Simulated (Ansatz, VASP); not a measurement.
## Cross-check of BeClF between VASP and Ansatz

Aim: how closely do two programs agree when they are given the same cell, functional and k mesh? The cell is invented: As first built, before any earlier steps moved the atoms (in the runner's words): Cl for half of the F in the BeF2 structure of space group P6_222. It may not be a known or stable phase. The two relaxations start from unlike cells of this crystal (the structure described is Ansatz's start), so only their ends are compared.

Method: plane waves, with VASP 6.6.1 beside it; relaxation of cell and atoms at PBE, in Ansatz 0.2.0.

## 1. Set-up

Symmetry: P3_212, No. 153, trigonal system. Conventional cell: a = 5.458 Å, b = 5.458 Å, c = 5.982 Å, α = 90.00°, β = 90.00°, γ = 120.00°. Nearest to Be lie 2 Cl at 1.73 Å and 2 F at 1.73 Å. Nearest to Cl lie 2 Be at 1.73 Å. F has 2 Be at 1.73 Å nearest. It derives from BeF2. As first built, before any earlier steps moved the atoms (in the runner's words): Cl for half of the F in the BeF2 structure of space group P6_222. Farther neighbours and most contacts between anions are not listed.

## 2. VASP: relaxation of cell and atoms, PBE

The relaxed volume is the usual yardstick between codes: in a stiff, nearly cubic crystal its relative difference is about their pressure difference at one cell divided by the bulk modulus.

Lines of VASP's logs that name or quote its potential files are left out, and so is its time.

Contents of INCAR:

```
SYSTEM = BeClF
PREC = Accurate
ENCUT = 600
EDIFF = 1E-07
NELM = 120
ISMEAR = 0
SIGMA = 0.03
LREAL = .FALSE.
ALGO = Normal
GGA = PE
NBANDS = 33
LORBIT = 11
LWAVE = .FALSE.
LCHARG = .FALSE.
ISIF = 3
IBRION = 2
NSW = 80
EDIFFG = -0.005
LASPH = .TRUE.
GGA_COMPAT = .FALSE.
NELMIN = 4
EFERMI = MIDGAP
KPAR = 2
```

Contents of POSCAR:

```
BeClF
1.0
    5.6798349235      0.0000000000      0.0000000000
   -2.8399174617      4.9188812708      0.0000000000
    0.0000000000      0.0000000000      5.9570909927
Be Cl F
3 3 3
Direct
    0.0561897827      0.5280949707      0.6666666667
    0.4719051351      0.9438102702      0.0000000000
    0.4719051880      0.5280949707      0.3333333333
    0.8326232105      0.6652464208      0.5000000000
    0.8326233172      0.1673768953      0.8333333333
    0.3347535782      0.1673768953      0.1666666667
    0.2408017678      0.7591983370      0.8333333333
    0.5183965692      0.7591983370      0.1666666667
    0.2408017687      0.4816035375      0.5000000000
```

Contents of KPOINTS:

```
Automatic mesh
0
Gamma
6 6 4
0 0 0
```

Potentials, in the order of the species: Be, Cl and F (PBE family, release 64).

Command:

```console
> mpirun -np 2 vasp_std
```

Numbers of over 12 decimals in the logs are rounded to 6 here.

The program printed:

```text
[banner, memory and clock lines left out]
running    2 mpi-ranks, on    1 nodes
 distrk:  each k-point on    1 cores,    2 groups
 distr:  one band on    1 cores,    1 groups

 POSCAR found type information on POSCAR BeClF
 POSCAR found :  3 types and       9 ions
 LDA part: xc-table for (Slater+PW92), standard interpolation
 POSCAR, INCAR and KPOINTS ok, starting setup
 FFT: planning ... GRIDC
 FFT: planning ... GRID_SOFT
 FFT: planning ... GRID
 WAVECAR not read
 entering main loop
       N       E                     dE             d eps       ncg     rms          rms(c)
DAV:   1     0.362427965636E+03    0.36243E+03   -0.24697E+04  1584   0.143E+03
DAV:   2    -0.141599366589E+02   -0.37659E+03   -0.36334E+03  2116   0.305E+02
DAV:   3    -0.440832850836E+02   -0.29923E+02   -0.29790E+02  2008   0.964E+01
DAV:   4    -0.445212162799E+02   -0.43793E+00   -0.43718E+00  1943   0.135E+01
DAV:   5    -0.445301875823E+02   -0.89713E-02   -0.89668E-02  1968   0.191E+00    0.966E+00
DAV:   6    -0.427456703855E+02    0.17845E+01   -0.72228E+00  1903   0.150E+01    0.487E+00
DAV:   7    -0.427390791627E+02    0.65912E-02   -0.21698E-01  1942   0.251E+00    0.300E+00
DAV:   8    -0.427577116880E+02   -0.18633E-01   -0.10551E-01  1926   0.198E+00    0.449E-01
DAV:   9    -0.427593356301E+02   -0.16239E-02   -0.44075E-03  2048   0.499E-01    0.174E-01
DAV:  10    -0.427603352531E+02   -0.99962E-03   -0.38461E-03  1772   0.346E-01    0.111E-01
DAV:  11    -0.427603193568E+02    0.15896E-04   -0.30912E-04  2192   0.121E-01    0.552E-02
DAV:  12    -0.427604518951E+02   -0.13254E-03   -0.11992E-04  1710   0.743E-02    0.163E-02
DAV:  13    -0.427604535085E+02   -0.16133E-05   -0.27994E-05  1992   0.367E-02    0.764E-03
DAV:  14    -0.427604538650E+02   -0.35650E-06   -0.27307E-06  1798   0.109E-02    0.228E-03
DAV:  15    -0.427604540665E+02   -0.20154E-06   -0.15738E-07  1488   0.297E-03    0.139E-03
DAV:  16    -0.427604541583E+02   -0.91841E-07   -0.46783E-08  1229   0.132E-03
   1 F= -.42760454E+02 E0= -.42760454E+02  d E =-.427605E+02
 curvature:   0.00 expect dE= 0.000E+00 dE for cont linesearch  0.000E+00
 trial: gam= 0.00000 g(F)=  0.401E-05 g(S)=  0.198E-04 ort = 0.000E+00 (trialstep = 0.100E+01)
 search vector abs. value=  0.238E-04
 bond charge predicted
       N       E                     dE             d eps       ncg     rms          rms(c)
DAV:   1    -0.427605854729E+02   -0.13141E-03   -0.25596E-03  1661   0.315E-01    0.870E-02
DAV:   2    -0.427604711044E+02    0.11437E-03   -0.43768E-04  1942   0.132E-01    0.164E-02
DAV:   3    -0.427604667899E+02    0.43145E-05   -0.18567E-05  1698   0.235E-02    0.903E-03
DAV:   4    -0.427604669324E+02   -0.14252E-06   -0.37127E-06  1960   0.117E-02    0.602E-03
DAV:   5    -0.427604674292E+02   -0.49678E-06   -0.16887E-07  1276   0.301E-03    0.366E-03
DAV:   6    -0.427604681220E+02   -0.69283E-06   -0.11759E-07   981   0.220E-03    0.689E-04
DAV:   7    -0.427604682759E+02   -0.15394E-06   -0.16954E-08   934   0.100E-03    0.178E-04
DAV:   8    -0.427604682968E+02   -0.20872E-07   -0.33125E-09   879   0.460E-04
   2 F= -.42760468E+02 E0= -.42760468E+02  d E =-.141385E-04
 trial-energy change:   -0.000014  1 .order   -0.000013   -0.000024   -0.000002
 step:   1.0640(harm=  1.0877)  dis= 0.00022  next Energy=   -42.760468 (dE=-0.142E-04)
 reached required accuracy - stopping structural energy minimisation
```

From OUTCAR (step 2):

```text
ion  position               nearest neighbor table
   1  0.056  0.528  0.667-   7 1.56   9 1.56   4 2.05   5 2.05
   2  0.472  0.944  0.000-   8 1.56   7 1.56   6 2.05   5 2.05
   3  0.472  0.528  0.333-   8 1.56   9 1.56   4 2.05   6 2.05
   4  0.833  0.665  0.500-   1 2.05   3 2.05
   5  0.833  0.167  0.833-   1 2.05   2 2.05
   6  0.335  0.167  0.167-   3 2.05   2 2.05
   7  0.241  0.759  0.833-   2 1.56   1 1.56
   8  0.518  0.759  0.167-   2 1.56   3 1.56
   9  0.241  0.482  0.500-   1 1.56   3 1.56

  LATTYP: Found a hexagonal cell.
 ALAT       =     5.6798349235
 C/A-ratio  =     1.0488141069

 Subroutine GETGRP returns: Found  6 space group operations
 (whereof  2 operations were pure point group operations)

The static configuration has the point symmetry C_2 .
 The point group associated with its full space group is D_3 .

 Found     24 irreducible k-points:

   k-points           NKPTS =     24   k-points in BZ     NKDIM =     24   number of bands    NBANDS=     33

   dimension x,y,z NGX =    48 NGY =   48 NGZ =   48
   dimension x,y,z NGXF=    96 NGYF=   96 NGZF=   96

   ENCUT  =  600.0 eV  44.10 Ry    6.64 a.u.  11.34 11.34 11.90*2*pi/ulx,y,z

   NELECT =      48.0000    total number of electrons

 k-points in reciprocal lattice and weights: Automatic mesh
   0.00000000  0.00000000  0.00000000       0.007
   0.16666667  0.00000000  0.00000000       0.042
   0.33333333  0.00000000  0.00000000       0.042
   0.50000000  0.00000000  0.00000000       0.021
   0.16666667  0.16666667  0.00000000       0.042
   0.33333333  0.16666667  0.00000000       0.083
   0.33333333  0.33333333  0.00000000       0.014
   0.00000000  0.00000000  0.25000000       0.014
   0.16666667  0.00000000  0.25000000       0.083
[...]
0.33333333  0.16666667  0.50000000       0.083
   0.33333333  0.33333333  0.50000000       0.014

 average (electrostatic) potential at core
       1 -39.5634       2 -39.5633       3 -39.5634       4 -94.7569       5 -94.7569
       6 -94.7569       7 -80.2384       8 -80.2384       9 -80.2384

 E-fermi :   1.7541

 k-point     1 :       0.0000    0.0000    0.0000
  band No.  band energies     occupation
    ...
     20      -2.2360      2.00000
     21      -2.2360      2.00000
     22      -1.7986      2.00000
     23      -1.7986      2.00000
     24      -1.4995      2.00000
     25       4.8100      0.00000
     26       6.3512      0.00000
     27       6.3512      0.00000
     28       7.0607      0.00000
     29       7.0608      0.00000
    ...

 k-point     2 :       0.1667    0.0000    0.0000
  band No.  band energies     occupation
    ...
     20      -2.3511      2.00000
     21      -2.3001      2.00000
     22      -1.7946      2.00000
     23      -1.7293      2.00000
     24      -1.5018      2.00000
     25       5.1151      0.00000
     26       6.3568      0.00000
     27       6.4693      0.00000
     28       7.0610      0.00000
     29       7.1699      0.00000
    ...

 k-point     3 :       0.3333    0.0000    0.0000
  band No.  band energies     occupation
    ...
     20      -2.5859      2.00000
     21      -2.3569      2.00000
     22      -1.7998      2.00000
     23      -1.7862      2.00000
     24      -1.3764      2.00000
     25       5.8040      0.00000
     26       6.4253      0.00000
     27       6.7778      0.00000
     28       7.0716      0.00000
     29       7.4681      0.00000
    ...

  Total       -0.0026129     -0.0026129      0.0022040     -0.0000000      0.0000000      0.0000000
  in kB       -0.0251674     -0.0251674      0.0212289     -0.0000000      0.0000000      0.0000000
  external PRESSURE =      -0.0097020 kB  Pullay stress =       0.0000000 kB

  energy-cutoff  :      600.00
  volume of cell :      166.34
      direct lattice vectors                 reciprocal lattice vectors
     5.678689536 -0.000000000  0.000000000     0.176096966  0.101669632  0.000000000
    -2.839344768  4.917889336 -0.000000000     0.000000000  0.203339264  0.000000000
    -0.000000000  0.000000000  5.956152166    -0.000000000 -0.000000000  0.167893629

 POSITION                                       TOTAL-FORCE (eV/Angst)
 -----------------------------------------------------------------------------------
     -1.18030      2.59715      3.97077        -0.000981     -0.000566     -0.000000
      0.00000      4.64148      5.95615         0.000000      0.001133     -0.000000
      1.18030      2.59715      1.98538         0.000981     -0.000566     -0.000000
      2.83934      3.27137      2.97808        -0.000000     -0.001945      0.000000
      4.25276      0.82326      4.96346        -0.001684      0.000972     -0.000000
      1.42593      0.82326      0.99269         0.001684      0.000972      0.000000
     -0.78819      3.73366      4.96346        -0.001334      0.000770     -0.000000
      0.78819      3.73366      0.99269         0.001334      0.000770      0.000000
     -0.00000      2.36846      2.97808        -0.000000     -0.001540      0.000000
 -----------------------------------------------------------------------------------
    total drift:                                0.000144     -0.000388     -0.000372

  FREE ENERGIE OF THE ION-ELECTRON SYSTEM (eV)
  ---------------------------------------------------
  free  energy   TOTEN  =       -42.7604682968 eV

  energy  without entropy=      -42.7604682968  energy(sigma->0) =      -42.76046830

 reached required accuracy - stopping structural energy minimisation

 total charge
# of ion       s       p       d       tot
------------------------------------------
    1        0.372   0.669   0.000   1.041
    2        0.372   0.669   0.000   1.041
    3        0.372   0.669   0.000   1.041
    4        1.586   3.618   0.000   5.204
    5        1.586   3.618   0.000   5.204
    6        1.586   3.618   0.000   5.204
    7        1.726   4.454   0.000   6.180
    8        1.726   4.454   0.000   6.180
    9        1.726   4.454   0.000   6.180
--------------------------------------------------
tot         11.050  26.223   0.000  37.273

[... 3 further parts left out ...]
```

The run keeps the 6 symmetry operations of its start, so it cannot find a distortion of lower symmetry.

[end of part 1 of 2]

[Lines on the potential files, build, host, timing and source positions are cut from VASP's logs without a mark.]

[Logs are printed without paths, hosts, clocks, repeated set-up lines and the standing remarks that a program may print on its own settings, such as how far it seeks lower states.]

[Hosts, paths, dates, database ids (printed as entryN), source tags and the programs' standing remarks are cut or masked in the printed files.]
